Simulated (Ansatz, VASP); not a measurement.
# Cross-check of Y2CF2 (Y2CF2 MXene bilayer, AB) between VASP and Ansatz

Wanted: the spread between two codes on one cell, functional and k mesh. Of the first pair: The structure shown is the start of the Ansatz relaxation below; VASP solves that cell, so the two are compared at the walk's first step.

Main program and level: Ansatz 0.2.0; plane waves, with VASP 6.6.1 beside it; single point at PBE with D3(BJ).

**1. Starting point**

The cell holds 10 atoms: 4 F, 4 Y and 2 C. Cell: a = 3.478 Å, b = 3.478 Å, c = 56.010 Å, α = 90.0°, β = 90.0°, γ = 120.0°. Vacuum lies along c.

As a file:

```cif
data_structure
_symmetry_space_group_name_H-M 'P 1'
_symmetry_Int_Tables_number 1
_cell_length_a 3.4778
_cell_length_b 3.4778
_cell_length_c 56.0097
_cell_angle_alpha 90.000
_cell_angle_beta 90.000
_cell_angle_gamma 120.000
_cell_volume 586.67
loop_
_atom_site_label
_atom_site_type_symbol
_atom_site_fract_x
_atom_site_fract_y
_atom_site_fract_z
_atom_site_occupancy
F1 F 0.33333 0.66667 0.38833 1
F2 F 0.66667 0.33333 0.47590 1
F3 F 0.66667 0.33333 0.52410 1
F4 F 0.00000 0.00000 0.61167 1
Y5 Y 0.66667 0.33333 0.40761 1
Y6 Y 0.33333 0.66667 0.45661 1
Y7 Y 0.00000 0.00000 0.54339 1
Y8 Y 0.66667 0.33333 0.59239 1
C9 C 0.00000 0.00000 0.43211 1
C10 C 0.33333 0.66667 0.56789 1
```

**2. Ansatz: relaxation, PBE with D3(BJ)**

Ansatz runs on its default PAW (the set named soft_2) files.

The two programs are compared at the cell with which this relaxation starts, whose forces are those of its first step.

The input, input.yaml:

```yaml
crystal:
  lattice:
    - [3.47776, 0.0, 0.0]
    - [-1.73888, 3.0118285083, 0.0]
    - [0.0, 0.0, 56.0096574198]
  atoms:
    - { symbol: F, position: [0.3333333333, 0.6666666667, 0.3883258888] }
    - { symbol: "Y", position: [0.6666666667, 0.3333333333, 0.4076115435] }
    - { symbol: C, position: [0.0, 0.0, 0.4321114513] }
    - { symbol: "Y", position: [0.3333333333, 0.6666666667, 0.4566113591] }
    - { symbol: F, position: [0.6666666667, 0.3333333333, 0.4758970138] }
    - { symbol: F, position: [0.6666666667, 0.3333333333, 0.5241029862] }
    - { symbol: "Y", position: [0.0, 0.0, 0.5433886409] }
    - { symbol: C, position: [0.3333333333, 0.6666666667, 0.5678885487] }
    - { symbol: "Y", position: [0.6666666667, 0.3333333333, 0.5923884565] }
    - { symbol: F, position: [0.0, 0.0, 0.6116741112] }
  periodic: [true, true, false]
kpoints:
  mp_grid: { grid: [12, 12, 1] }
hamiltonian:
  xc: pbe
  dispersion: d3bj
scf:
  occupations: { method: fermi_dirac, width: 0.05 }
  convergence: { dr2_threshold: 1.0e-09 }
relax:
  f_tol: 0.004
  max_steps: 90
  cell: {}
output:
  write_potential: true
  write_density: true
  volumetric_format: npy
```

The run is started by

```console
ansatz run input.yaml --threads 4 --pin off --max-ram 6144MiB --backend cpu --events-out ev --progress --plain --runs-dir out
```

Numbers of over 12 decimals in the logs are rounded to 6 here.

What it wrote:

```text
Warning: relax.cell: scf.convergence.dr2_threshold = 1e-9 eV is looser than the 1.97361405407e-10 eV advised for a relaxation that steers and ends on the stress (1e-10 eV for each atom of the cell: 10, times the square of relax.cell.stress_2d_tol = 0.05 N/m over 22.5 Å (the atoms' height at the walk's start and 5 Å past either face), 2.221e-2 GPa, over a crystal's default 0.05). What an SCF threshold leaves in a stress goes as its square root, and in the free energy as the threshold itself, and one threshold admits the most on a small cell: [figures from the program's tests cut] Set scf.convergence.dr2_threshold to 1.97361405407e-10 eV or tighter. [rest of the remark cut]
Engine: ansatz 0.2.0, x86_64-unknown-linux-gnu
Pseudopotentials: kind: paw
Pseudopotential: F, paw, valence charge 7, recommended cutoff 420 eV (normal), F.paw.azcp
Pseudopotential: Y, paw, valence charge 11, recommended cutoff 420 eV (normal), Y.paw.azcp
Pseudopotential: C, paw, valence charge 4, recommended cutoff 420 eV (normal), C.paw.azcp
Functional definition: PBE
  parameter kappa = 0.804
  parameter beta = 0.066725
  exchange = pbe_x(kappa = kappa, mu = beta*pi^2/3)
  correlation = pbe_c(beta = beta)
Crystal: 10 atoms, lattice volume = 586.668 Å³
Basis set: ecut = 420 eV, 11401 PW (Γ), exchange–correlation on 48×48×750 points (8 copies of the dense FFT grid, shifted against one another)
Bands: 50, of which v1, the nominal top of the filled ones, is band 40 counted from 1 (39 counted from 0)
Symmetry: 12 space group operations
Space group: P-3m1 (ITA 164), of the structure as read, at distance tolerance 8.4e-5 Å
k-points: 19 of 144
Non-local potential: F, projectors of the file, l = 0: 2, l = 1: 2, l = 2: 1
Non-local potential: Y, projectors of the file, l = 0: 3, l = 1: 2, l = 2: 2, l = 3: 1
Non-local potential: C, projectors of the file, l = 0: 2, l = 1: 2, l = 2: 1
PAW form: soft (Blöchl's): semilocal exchange-correlation on the pseudo side does not see the compensation charge
PAW one-centre angular grid: F, 110 points (default); XC on 64 Gauss nodes
PAW one-centre angular grid: Y, 590 points (default); XC on 64 Gauss nodes
PAW one-centre angular grid: C, 110 points (default); XC on 64 Gauss nodes
Initial density: superposition of atomic densities (neutral atoms: chi_scale 0, normalization atom), corrected by the library's trained network
Initial wavefunctions: pseudopotential atomic-orbital guess
Functional: x = pbe(κ = 0.804, μ = 0.219515), c = pbe(β = 0.066725)
SCF iter   1: F=—  HF=-19144.167568 eV  |F-HF|=—  |Δ(HF+E_count)|=         —  Δρ=2.64e-3  dr2=5.24e-2  ethr=1.77e-3  ⟨swp⟩=19.8  Hψ=6804  notcnv=0  defer=11
preconditioner: auto → Resta (q_TF=auto, 1.957 Å⁻¹)  ε∞=1.7  [insulator: Δε(μ)=0.960 eV  Ē_g=14.818 eV  σ=0.050 eV  W_gap=1.00  n_scr=34 (ndim 8)  ℏωp=12.3 eV  f_vac=0.733  D(μ)=0.00/eV (n_scr^D=0)  ε∞_Penn≈1.7  vacuum switching on, ρ_ref=1.6e-2 e/Å³]
SCF iter   2: F=—  HF=-19144.162821 eV  |F-HF|=—  |Δ(HF+E_count)|=   4.75e-3  Δρ=1.56e-3  dr2=4.93e-2  ethr=6.54e-5  ⟨swp⟩=4.7  Hψ=2364  notcnv=0  defer=53
SCF iter   3: F=—  HF=-19144.159204 eV  |F-HF|=—  |Δ(HF+E_count)|=   3.62e-3  Δρ=9.02e-4  dr2=2.22e-2  ethr=6.16e-5  ⟨swp⟩=3.1  Hψ=1248  notcnv=0  defer=53
SCF iter   4: F=—  HF=-19144.157250 eV  |F-HF|=—  |Δ(HF+E_count)|=   1.95e-3  Δρ=5.79e-4  dr2=2.98e-3  ethr=2.77e-5  ⟨swp⟩=2.3  Hψ=1257  notcnv=0  defer=54
SCF iter   5: F=—  HF=-19144.156916 eV  |F-HF|=—  |Δ(HF+E_count)|=   3.35e-4  Δρ=2.54e-4  dr2=3.41e-4  ethr=3.73e-6  ⟨swp⟩=3.1  Hψ=1497  notcnv=0  defer=54
SCF iter   6: F=—  HF=-19144.156911 eV  |F-HF|=—  |Δ(HF+E_count)|=   4.43e-6  Δρ=7.85e-5  dr2=2.78e-5  ethr=4.26e-7  ⟨swp⟩=3.3  Hψ=1789  notcnv=0  defer=54
SCF iter   7: F=—  HF=-19144.156824 eV  |F-HF|=—  |Δ(HF+E_count)|=   8.74e-5  Δρ=3.78e-5  dr2=5.85e-6  ethr=3.48e-8  ⟨swp⟩=3.1  Hψ=1989  notcnv=0  defer=54
SCF iter   8: F=—  HF=-19144.156769 eV  |F-HF|=—  |Δ(HF+E_count)|=   5.44e-5  Δρ=9.93e-6  dr2=3.97e-7  ethr=7.31e-9  ⟨swp⟩=2.7  Hψ=1732  notcnv=0  defer=54
SCF iter   9: F=—  HF=-19144.156769 eV  |F-HF|=—  |Δ(HF+E_count)|=   1.40e-7  Δρ=4.71e-6  dr2=8.95e-8  ethr=4.96e-10  ⟨swp⟩=3.0  Hψ=1928  notcnv=0  defer=54
SCF iter  10: F=—  HF=-19144.156769 eV  |F-HF|=—  |Δ(HF+E_count)|=   2.69e-8  Δρ=7.62e-7  dr2=3.66e-9  ethr=1.12e-10  ⟨swp⟩=2.8  Hψ=1704  notcnv=0  defer=54
[...]
SCF iter   6: F=-19144.529519 eV  HF=-19144.529519 eV  |F-HF|=1.13e-7  |Δ(HF+E_count)|=   5.19e-7  Δρ=1.19e-7  dr2=3.56e-11  ethr=1.00e-12  ⟨swp⟩=13.0  Hψ=6300  notcnv=0
Mixer restart at iter 6: flushing history
SCF iter   7: F=-19144.529519 eV  HF=-19144.529519 eV  |F-HF|=8.95e-10  |Δ(HF+E_count)|=   1.13e-7  Δρ=1.39e-7  dr2=1.95e-10  ethr=1.00e-12  ⟨swp⟩=10.3  Hψ=6109  notcnv=0
SCF 11 converged in 7 iterations: F = -19144.529519 eV  dr2 = 1.95e-10
relax step  11: F+E_penalty+E_count = -19144.52951862 eV  Δ(F+E_penalty+E_count) = -9.124e-4 eV  max|allowed force component| = 2.817e-3 eV/Å  Δτ_max = 0.0000 Å  P = +0.009 N/m  Ω = 612.050 Å³  fix = [c, alpha, beta]  reactions: c +0.000 N/m  stress off target by 9.28e-3 N/m on what of the cell is left free  SCF on the basis re-selected at this cell (its energy is not comparable with the rows above)  (7 SCF iters)
basis re-selected at this cell: Δ(F+E_penalty+E_count) = -9.124e-4 eV, ΔP = +0.007 N/m vs the last step (what re-selecting the basis moved, of the pressure what is left beyond the Pulay correction that the steps carried, after the strain that the cell walked since its last selection, with what the two solves' SCF thresholds leave and, on support functions, any second-order correction that the steps lacked; it is no m [...]
WARN: The output density's exchange-correlation potential varies sharply where the density is thin. Do not read a vacuum level from v_tot or v_xc, or from such a field of the output density. On a cell that repeats whose density bears no net charge and no dipole along the vacuum's axis use v_es (v_loc + v_h of the components); under efield.dipole_correction with no amplitude use v_es + v_field, which holds any externa [...]
SCF converged after 7 iterations
an eigenvalue changed by more than its tolerance at an iteration that met the thresholds in force, so the SCF went on 2 times, its first undamped step at iteration 6: the last check found none over its tolerance
Free energy (F): -19144.529519 eV
Harris-Foulkes:  -19144.529519 eV  (|F-HF|=8.95e-10)
Internal energy: -19144.529516 eV  (E = F + TS)
E sigma→0 (E₀):  -19144.529517 eV
Entropy (-TS):   -0.000003 eV (-0.000 meV/atom)
Fermi energy:    -3.718515 eV
--- Per-component energies (eV) ---
  E_band       = -1564.215238
  E_kinetic    = 2229.359670
  E_local      = -475439.043313  (includes V_loc(G=0)·N_el)
  E_nonlocal   = 544.878055
  E_hartree    = 236461.372276
  E_xc         = -1115.672980
  E_vxc        = -1333.641663  (∫ρ·V_xc dr)
  E_paw        = -12300.426485  (= ΣΔE_a)
  E_vpaw       = -488.521767  (= ΣTr[D̂ρ^β])
  E_aug_tail   = 0.008284  (compensation charges beyond the density's cutoff)
  E_ewald      = 230476.673837
  E_disp       = -1.678860  (pairwise vdW)
  E_smearing   = -0.000003  (= −TS)
  E_closure    = 0.000000  (closes the sum)
  Σ components = -19144.529519   (vs F -19144.529519, Δ=0.00e0)
--- Forces (eV/Å), atoms counted from 1 ---
  atom   1  F      0.00000000     0.00000000    -0.00006474
  atom   2  Y      0.00000000     0.00000000     0.00130584
  atom   3  C     -0.00000000    -0.00000000    -0.00281712
  atom   4  Y     -0.00000000    -0.00000000     0.00162684
  atom   5  F      0.00000000    -0.00000000    -0.00001811
  atom   6  F     -0.00000000     0.00000000     0.00001811
  atom   7  Y     -0.00000000     0.00000000    -0.00162684
  atom   8  C     -0.00000000     0.00000000     0.00281712
  atom   9  Y      0.00000000    -0.00000000    -0.00130584
  atom  10  F      0.00000000    -0.00000000     0.00006474
  max |Σ_I F_I| component: 3.69e-18 eV/Å
--- 2D stress c σ (N/m, compression-positive) ---
        0.009277       0.000000       0.000000
        0.000000       0.009277      -0.000000
        0.000000      -0.000000       0.000000
  P = ½ c Tr σ = 0.0093 N/m
--- Band table (eV; the first three rows and the last of 19) ---
  k-point 0: bands = [... 36 lower, -4.2960, -4.2960, -4.2933, -4.2933, -1.7276, -1.3683, -1.3384, -1.1178, ... 6 higher]
  k-point 1: bands = [... 36 lower, -4.5210, -4.5029, -4.3223, -4.3197, -1.6583, -1.4326, -1.3952, -1.1954, ... 6 higher]
  k-point 2: bands = [... 36 lower, -4.9750, -4.9458, -4.3792, -4.3772, -1.9328, -1.8901, -1.3623, -1.0638, ... 6 higher]
  k-point 18: bands = [... 36 lower, -5.5324, -5.5296, -4.9195, -4.9195, -1.2907, -1.2907, -0.3158, -0.3158, ... 6 higher]
  the weakly bound empty levels are not read free of the cell's end (no_gap_told)
--- Relaxed structure (9 steps of the walk, 8 accepted, 2 SCFs on fresh bases) ---
  F+E_penalty+E_count = -19144.52951862 eV   max|allowed force component| = 2.817e-3 eV/Å   (the final SCF, on the basis selected at the relaxed cell)
  cell:  # Å, volume = 612.0504 Å³
    - [3.552195, 0, 0]
    - [-1.776098, 3.076291, 0]
    - [0, 0, 56.0096574198]
  atoms:
    - { symbol: F, position: [0.333333, 0.666667, 0.382398] }
    - { symbol: Y, position: [0.666667, 0.333333, 0.403406] }
    - { symbol: C, position: [4.465399414389839e-18, 8.190650142718147e-18, 0.427881] }
    - { symbol: Y, position: [0.333333, 0.666667, 0.452348] }
    - { symbol: F, position: [0.666667, 0.333333, 0.473212] }
    - { symbol: F, position: [0.666667, 0.333333, 0.526788] }
    - { symbol: Y, position: [7.388305332871351e-18, 1.4036461979681196e-17, 0.547652] }
    - { symbol: C, position: [0.333333, 0.666667, 0.572119] }
    - { symbol: Y, position: [0.666667, 0.333333, 0.596594] }
    - { symbol: F, position: [7.961132562038313e-18, 1.518211643801516e-17, 0.617602] }
```

The column dr2 measures how far the density is from self-consistency, as an energy; F and HF (Harris–Foulkes) agree once it is small.

(Continued in part 2 of 2.)

[Lines on the potential files, build, host, timing and source positions are cut from VASP's logs without a mark.]

[Logs are printed without paths, hosts, clocks, repeated set-up lines and the standing remarks that a program may print on its own settings, such as how far it seeks lower states.]

[Hosts, paths, dates, database ids (printed as entryN), source tags and the programs' standing remarks are cut or masked in the printed files.]
